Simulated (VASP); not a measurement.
```
NaI
1.0
    0.00000     3.19863     3.19863
    3.19863     0.00000     3.19863
    3.19863     3.19863     0.00000
Na I
1 1
Direct
  0.00000   0.00000   0.00000
  0.50000   0.50000   0.50000
```

Computed with vdW-DF-cx, VASP's PBE PAW potentials (set 64) (plane waves; VASP). Numerical set-up: 520 eV cut-off, 7×7×7 Γ-centred mesh, Gaussian smearing of 0.050 eV, potentials Na_pv I.

Unless said otherwise, spin-orbit coupling is left out, though it shifts the bands of the heavy elements here.

Problem. Predict the energy per atom (σ→0), band gap (on the k-mesh) with the smallest direct gap where there is one.

Solution. 
```yaml
band gap (on the k-mesh): 3.81 eV
smallest direct gap (on the k-mesh): 3.81 eV
energy per atom (σ→0): -675 meV/atom
```

Total energies compare only between runs with the same potentials, cut-off and functional.

The compound is NaI in the rock salt structure. This cell is one point of a volume scan, at 0.97 of the reference volume.
